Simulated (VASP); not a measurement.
# MoI (F-43m) in VASP: notebook

The runs below take MoI through single point, with HSE(alpha, omega).

All numbers are computed with VASP 6.6.1; they aren't measurements. Logs are shortened: lines on timing, memory, paths and dates and some standing lists are left out, and cuts for length are marked.

### 1 The structure

Symmetry: F-43m, No. 216, cubic system. Conventional cell: a = 6.358 Å, b = 6.358 Å, c = 6.358 Å, α = 90.00°, β = 90.00°, γ = 90.00°. Mo (site symmetry -43m) is surrounded by 4 I at 2.75 Å. I (site symmetry -43m) is surrounded by 4 Mo at 2.75 Å.

The cell was built by a generator and needn't be a form met in nature.

### 2 Single point, HSE(alpha, omega)

The input, POSCAR:

```
MoI
1.0
    0.0000000000      3.1788513800      3.1788513800
    3.1788513800      0.0000000000      3.1788513800
    3.1788513800      3.1788513800      0.0000000000
Mo I
1 1
Direct
    0.0000000000      0.0000000000      0.0000000000
    0.7500000000      0.7500000000      0.7500000000
```

The input, INCAR.step1:

```
SYSTEM = MoI
PREC = Accurate ; ENCUT = 520
EDIFF = 1E-5 ; ISMEAR = -1
SIGMA = 0.05 ; LREAL = .False.
LASPH = .True. ; NELM = 100
ALGO = Normal ; ISIF = 2
LWAVE = .True. ; LCHARG = .False.
NBANDS = 18 ; GGA = PE
```

The input, INCAR.step2:

```
SYSTEM = MoI
PREC = Accurate ; ENCUT = 520
EDIFF = 1E-6 ; ISMEAR = -1
SIGMA = 0.05 ; LREAL = .False.
LASPH = .True. ; NELM = 100
ALGO = Normal ; ISIF = 2
LWAVE = .False. ; LCHARG = .False.
GGA = PE ; LHFCALC = .True.
HFSCREEN = 0.2 ; AEXX = 0.3
PRECFOCK = Fast ; NBANDS = 18
ISTART = 1
```

The input, KPOINTS:

```
regular mesh
0
Gamma
  4 4 4
  0 0 0
```

Potentials or basis: VASP PAW PBE potentials, release 64 (Mo_sv, I).

Run with:

```sh
> cat potpaw_PBE.64/Mo_sv/POTCAR potpaw_PBE.64/I/POTCAR > POTCAR
> cp INCAR.step1 INCAR
> mpirun -np 1 vasp_std > vasp.out
> cp INCAR.step2 INCAR
> mpirun -np 1 vasp_std > vasp.out
```

OUTCAR:

```text
SYSTEM = MoI
   PREC = Accurate
   ENCUT = 520
   EDIFF = 1E-6
   ISMEAR = -1
   LREAL = .False.
   LASPH = .True.
   NELM = 100
   ISIF = 2
   GGA = PE
   LHFCALC = .True.
   HFSCREEN = 0.2
   AEXX = 0.3
   PRECFOCK = Fast
   ISTART = 1

 ion  position               nearest neighbor table
   1  0.000  0.000  0.000-   2 2.75   2 2.75   2 2.75   2 2.75
   2  0.750  0.750  0.750-   1 2.75   1 2.75   1 2.75   1 2.75

  LATTYP: Found a face centered cubic cell.
 ALAT       =     6.3577027600

  Lattice vectors:

 A1 = (   0.0000000000,   3.1788513800,   3.1788513800)
 A2 = (   3.1788513800,   0.0000000000,   3.1788513800)
 A3 = (   3.1788513800,   3.1788513800,   0.0000000000)

Analysis of symmetry for initial positions (statically):
=====================================================================
 Subroutine PRICEL returns:
 Original cell was already a primitive cell.

 Routine SETGRP: Setting up the symmetry group for a
 face centered cubic supercell.

 Subroutine GETGRP returns: Found 24 space group operations
 (whereof 24 operations were pure point group operations)
 out of a pool of 48 trial point group operations.

The static configuration has the point symmetry T_d .

Analysis of symmetry for dynamics (positions and initial velocities):
=====================================================================
 Subroutine PRICEL returns:
 Original cell was already a primitive cell.

 Routine SETGRP: Setting up the symmetry group for a
 face centered cubic supercell.

 Subroutine GETGRP returns: Found 24 space group operations
 (whereof 24 operations were pure point group operations)
 out of a pool of 48 trial point group operations.

The dynamic configuration has the point symmetry T_d .

 Subroutine INISYM returns: Found 24 space group operations
 (whereof 24 operations are pure point group operations),
 and found     1 'primitive' translations

----------------------------------------------------------------------------------------

                                     Primitive cell

  volume of cell :      64.2452

  direct lattice vectors                    reciprocal lattice vectors
[... 72 lines left out ...]
   EDIFFG = 0.1E-04   stopping-criterion for IOM
   NSW    =      0    number of steps for IOM
   IBRION =     -1    ionic relax: 0-MD 1-quasi-New 2-CG
   NFREE  =      0    steps in history (QN), initial steepest desc. (CG)
   ISIF   =      2    stress and relaxation
   ISYM   =      3    0-nonsym 1-usesym 2-fastsym
   POTIM  = 0.5000    time-step for ionic-motion
   TEBEG  =    0.0;   TEEND  =   0.0 temperature during run
   PSTRESS=    0.0 pullay stress
   NELECT =      21.0000    total number of electrons
   NUPDOWN=      -1.0000    fix difference up-down
   EMIN   =  10.00;   EMAX   =-10.00  energy-range for DOS
   EFERMI =   0.00;   METHOD = LEGACY
   ISMEAR =    -1;   SIGMA  =   0.05  broadening in eV -4-tet -1-fermi 0-gaus
   EFERMI_NEDOS =   21; number of points for ismear=-14 and -15
   IALGO  =     38    algorithm
   IMIX   =      1    mixing-type and parameters
     AMIX     =   0.40;   BMIX     =  1.00
     AMIX_MAG =   1.60;   BMIX_MAG =  1.00
  volume/ion in A,a.u.               =      32.12       216.77
  Fermi-wavevector in a.u.,A,eV,Ry     =   1.127719  2.131081 17.303223  1.271751
  Thomas-Fermi vector in A             =   2.264407
   LORBIT       =      0    0 simple, 1 ext, 2 COOP (PROOUT), +10 PAW based schemes
   GGA     = PE    functional components
   LHFCALC =     T    Hartree Fock is set to
   PRECFOCK=fast      Normal, Fast or Accurate (Low or Medium for compatibility)
   ENCUT4O =  -1.0   cutoff for four orbital integrals eV
   NKREDX  =     1    reduce k-point grid by
   NKREDY  =     1    reduce k-point grid by
   NKREDZ  =     1    reduce k-point grid by
   AEXX    =    0.3000 exact exchange contribution
   HFSCREEN=    0.2000 screening length (either q_TF or 0.3 A-1)
   HFSCREENC=   0.2000 screening length for correlation (either q_TF or 0.3 A-1)
   ENCUTFOCK=  -1.0 apply spherical cutoff to Coloumb kernel
   IVDW    =     0    specifies the selected vdW correction
   LEPSILON=     F    determine dielectric tensor
   LRPA    =     F    only Hartree local field effects (RPA)
 non-spin polarized calculation
  energy-cutoff  :      520.00
  volume of cell :       64.25
 maximum number of plane-waves:      1759
 NGX is ok and might be reduce to    36
  NGX = 20; NGY = 20; NGZ = 20

 number of electron      21.0000000 magnetization

 Free energy of the ion-electron system (eV)
  ---------------------------------------------------
  ext. energy  EPLUGINS =         0.00000000
  ---------------------------------------------------
  free energy    TOTEN  =       -12.39190666 eV

  energy without entropy =      -12.38287733  energy(sigma->0) =      -12.38739199

 E-fermi :   5.7057     XC(G=0):  -7.3230

 val. band max:        5.5583502884   @ k =   0.5000   0.2500   0.0000
 cond. band min:       5.9118131861   @ k =  -0.2500   0.2500   0.0000
 fundamental gap:      0.3534628976
 Fermi energy:         5.7057087611

 k-point     1 :       0.0000    0.0000    0.0000
  band No.  band energies     occupation
      1     -59.6899      2.00000
      2     -32.1688      2.00000
      3     -32.1688      2.00000
      4     -32.1688      2.00000
      5     -11.0270      2.00000
      6       0.0194      2.00000
[... 145 lines left out ...]
      5     -10.4884      2.00000
      6      -0.5994      2.00000
[... 10 lines left out ...]
     17      13.0148      0.00000
     18      16.9145      0.00000

------------------------ aborting loop because EDIFF is reached ----------------------------------------

  FORCE on cell =-STRESS in cart. coord.  units (eV):
  Direction    XX          YY          ZZ          XY          YZ          ZX
  --------------------------------------------------------------------------------------
  -------------------------------------------------------------------------------------
  Total       -3.0795799     -3.0795799     -3.0795799      0.0000000     -0.0000000      0.0000000
  in kB      -76.8000314    -76.8000314    -76.8000314      0.0000000     -0.0000000      0.0000000
  external PRESSURE =     -76.8000314 kB  Pullay stress =       0.0000000 kB

 VOLUME and BASIS-vectors are now :
 -----------------------------------------------------------------------------
  energy-cutoff  :      520.00
  volume of cell :       64.25
      direct lattice vectors                 reciprocal lattice vectors
     0.000000000  3.178851380  3.178851380    -0.157289518  0.157289518  0.157289518
     3.178851380  0.000000000  3.178851380     0.157289518 -0.157289518  0.157289518
     3.178851380  3.178851380  0.000000000     0.157289518  0.157289518 -0.157289518

 POSITION                                       TOTAL-FORCE (eV/Angst)
 -----------------------------------------------------------------------------------
      0.00000      0.00000      0.00000        -0.000000     -0.000000     -0.000000
      4.76828      4.76828      4.76828         0.000000      0.000000      0.000000
 -----------------------------------------------------------------------------------
    total drift:                                0.000002      0.000005     -0.000002

  FREE ENERGIE OF THE ION-ELECTRON SYSTEM (eV)
  ---------------------------------------------------
  free  energy   TOTEN  =       -12.3919066601 eV

  energy  without entropy=      -12.3828773278  energy(sigma->0) =      -12.38739199
```

OUTCAR.step1:

```text
SYSTEM = MoI
   PREC = Accurate
   ENCUT = 520
   EDIFF = 1E-5
   ISMEAR = -1
   LREAL = .False.
[... 372 lines left out ...]
      0.00000      0.00000      0.00000         0.000000     -0.000000     -0.000000
      4.76828      4.76828      4.76828        -0.000000      0.000000      0.000000
 -----------------------------------------------------------------------------------
    total drift:                                0.000000      0.000000      0.000000

  FREE ENERGIE OF THE ION-ELECTRON SYSTEM (eV)
  ---------------------------------------------------
  free  energy   TOTEN  =        -9.4541665562 eV

  energy  without entropy=       -9.4251232165  energy(sigma->0) =       -9.43964489
```

OSZICAR.step1:

```text
N       E                     dE             d eps       ncg     rms          rms(c)
DAV:   1     0.126101988570E+03    0.12610E+03   -0.99133E+03   296   0.101E+03
DAV:   2    -0.543464153133E+01   -0.13154E+03   -0.12848E+03   362   0.264E+02
DAV:   3    -0.947270996709E+01   -0.40381E+01   -0.39984E+01   338   0.405E+01
DAV:   4    -0.953558657016E+01   -0.62877E-01   -0.62851E-01   364   0.495E+00
DAV:   5    -0.953598812587E+01   -0.40156E-03   -0.40153E-03   320   0.351E-01    0.669E+00
DAV:   6    -0.946781109528E+01    0.68177E-01   -0.25224E-01   304   0.327E+00    0.341E+00
DAV:   7    -0.945542942220E+01    0.12382E-01   -0.35380E-02   302   0.102E+00    0.135E+00
DAV:   8    -0.945397786955E+01    0.14516E-02   -0.16651E-02   304   0.879E-01    0.330E-01
DAV:   9    -0.945415911486E+01   -0.18125E-03   -0.16113E-03   304   0.276E-01    0.543E-02
DAV:  10    -0.945416655620E+01   -0.74413E-05   -0.57024E-05   342   0.453E-02
   1 F= -.94541666E+01 E0= -.94396449E+01  d E =-.290433E-01
```

Run time: 5.4 min. Hardware: 1 thread of Intel Xeon Platinum 8559C (Emerald Rapids), shared host; peak memory 0.3 GiB.

Results:

```
Free energy            : -12.3919 eV
Pressure               : -7.7 GPa
Band gap on the k mesh : none (metal or under the smearing width)
```

Levels at points of the mesh, in eV from the Fermi level:
| k point | band 8 | band 9 | band 10 | band 11 | band 12 | band 13 |
| --- | --- | --- | --- | --- | --- | --- |
| (0.00, 0.00, 0.00) | -5.69 | -1.37 | -1.37 | 0.91 | 3.51 | 3.51 |
| (0.50, 0.00, 0.00) | -5.58 | -1.06 | -1.06 | 0.33 | 1.95 | 1.95 |
| (0.50, 0.50, 0.00) | -5.39 | -1.06 | -0.88 | -0.86 | 1.10 | 1.10 |

Caveat: the k mesh is coarse (spacing up to 0.43 Å⁻¹), so the values aren't converged, least of all with exact exchange; the PAW data sets were made with another functional, which shifts forces and pressure a little; an odd number of electrons without spin polarisation forces a metal; a magnetic or distorted state may lie lower.

### 3 Single point, HSE(alpha, omega)

POSCAR is that of step 2.

INCAR.step1 is that of step 2.

INCAR.step2: that of step 2 with these lines changed.

```diff
@@ -8,3 +8,3 @@
 GGA = PE ; LHFCALC = .True.
-HFSCREEN = 0.2 ; AEXX = 0.3
+HFSCREEN = 0.2 ; AEXX = 0.4
 PRECFOCK = Fast ; NBANDS = 18
```

KPOINTS is that of step 2.

Potentials or basis: VASP PAW PBE potentials, release 64 (Mo_sv, I).

Run with:

```sh
> cat potpaw_PBE.64/Mo_sv/POTCAR potpaw_PBE.64/I/POTCAR > POTCAR
> cp INCAR.step1 INCAR
> mpirun -np 1 vasp_std > vasp.out
> cp INCAR.step2 INCAR
> mpirun -np 1 vasp_std > vasp.out
```

OUTCAR:

```text
SYSTEM = MoI
   PREC = Accurate
   ENCUT = 520
   EDIFF = 1E-6
   ISMEAR = -1
   LREAL = .False.
   LASPH = .True.
   NELM = 100
   ISIF = 2
   GGA = PE
   LHFCALC = .True.
   HFSCREEN = 0.2
   AEXX = 0.4
   PRECFOCK = Fast
   ISTART = 1

 ion  position               nearest neighbor table
   1  0.000  0.000  0.000-   2 2.75   2 2.75   2 2.75   2 2.75
   2  0.750  0.750  0.750-   1 2.75   1 2.75   1 2.75   1 2.75

  LATTYP: Found a face centered cubic cell.
 ALAT       =     6.3577027600

[... 346 lines left out ...]

------------------------ aborting loop because EDIFF is reached ----------------------------------------

  FORCE on cell =-STRESS in cart. coord.  units (eV):
  Direction    XX          YY          ZZ          XY          YZ          ZX
  --------------------------------------------------------------------------------------
  -------------------------------------------------------------------------------------
  Total       -2.9797426     -2.9797426     -2.9797426      0.0000000     -0.0000000      0.0000000
  in kB      -74.3102394    -74.3102394    -74.3102394      0.0000000     -0.0000000      0.0000000
  external PRESSURE =     -74.3102394 kB  Pullay stress =       0.0000000 kB

 VOLUME and BASIS-vectors are now :
 -----------------------------------------------------------------------------
  energy-cutoff  :      520.00
  volume of cell :       64.25
      direct lattice vectors                 reciprocal lattice vectors
     0.000000000  3.178851380  3.178851380    -0.157289518  0.157289518  0.157289518
     3.178851380  0.000000000  3.178851380     0.157289518 -0.157289518  0.157289518
     3.178851380  3.178851380  0.000000000     0.157289518  0.157289518 -0.157289518

 POSITION                                       TOTAL-FORCE (eV/Angst)
 -----------------------------------------------------------------------------------
      0.00000      0.00000      0.00000         0.000000      0.000000      0.000000
      4.76828      4.76828      4.76828        -0.000000     -0.000000     -0.000000
 -----------------------------------------------------------------------------------
    total drift:                               -0.000000      0.000003     -0.000002

  FREE ENERGIE OF THE ION-ELECTRON SYSTEM (eV)
  ---------------------------------------------------
  free  energy   TOTEN  =       -13.5694068483 eV

  energy  without entropy=      -13.5620037684  energy(sigma->0) =      -13.56570531
```

OUTCAR.step1:

```text
SYSTEM = MoI
   PREC = Accurate
   ENCUT = 520
   EDIFF = 1E-5
   ISMEAR = -1
   LREAL = .False.
[... 372 lines left out ...]
      0.00000      0.00000      0.00000         0.000000     -0.000000     -0.000000
      4.76828      4.76828      4.76828        -0.000000      0.000000      0.000000
 -----------------------------------------------------------------------------------
    total drift:                                0.000000      0.000000      0.000000

  FREE ENERGIE OF THE ION-ELECTRON SYSTEM (eV)
  ---------------------------------------------------
  free  energy   TOTEN  =        -9.4541665562 eV

  energy  without entropy=       -9.4251232165  energy(sigma->0) =       -9.43964489
```

OSZICAR.step1:

```text
N       E                     dE             d eps       ncg     rms          rms(c)
DAV:   1     0.126101988570E+03    0.12610E+03   -0.99133E+03   296   0.101E+03
DAV:   2    -0.543464153133E+01   -0.13154E+03   -0.12848E+03   362   0.264E+02
DAV:   3    -0.947270996709E+01   -0.40381E+01   -0.39984E+01   338   0.405E+01
DAV:   4    -0.953558657016E+01   -0.62877E-01   -0.62851E-01   364   0.495E+00
DAV:   5    -0.953598812587E+01   -0.40156E-03   -0.40153E-03   320   0.351E-01    0.669E+00
DAV:   6    -0.946781109528E+01    0.68177E-01   -0.25224E-01   304   0.327E+00    0.341E+00
DAV:   7    -0.945542942220E+01    0.12382E-01   -0.35380E-02   302   0.102E+00    0.135E+00
DAV:   8    -0.945397786955E+01    0.14516E-02   -0.16651E-02   304   0.879E-01    0.330E-01
DAV:   9    -0.945415911486E+01   -0.18125E-03   -0.16113E-03   304   0.276E-01    0.543E-02
DAV:  10    -0.945416655620E+01   -0.74413E-05   -0.57024E-05   342   0.453E-02
   1 F= -.94541666E+01 E0= -.94396449E+01  d E =-.290433E-01
```

Wall time 5.2 min (1 thread of Intel Xeon Platinum 8559C (Emerald Rapids), shared host); peak memory 0.3 GiB.

What came out:

```
Free energy            : -13.5694 eV
Pressure               : -7.4 GPa
Band gap on the k mesh : none (metal or under the smearing width)
```

Levels at points of the mesh, in eV from the Fermi level:
```tsv
k point	band 8	band 9	band 10	band 11	band 12	band 13
(0.00, 0.00, 0.00)	-6.05	-1.88	-1.88	0.96	3.78	3.78
(0.50, 0.00, 0.00)	-5.97	-1.52	-1.52	0.46	2.15	2.15
(0.50, 0.50, 0.00)	-5.77	-1.49	-1.38	-0.93	1.32	1.32
```

Caveat: the k mesh is coarse (spacing up to 0.43 Å⁻¹), so the values aren't converged, least of all with exact exchange; the PAW data sets were made with another functional, which shifts forces and pressure a little; an odd number of electrons without spin polarisation forces a metal; a magnetic or distorted state may lie lower. The run has no spin-orbit coupling, so splittings on I are missing.

(Part 1 of 2 ends here.)
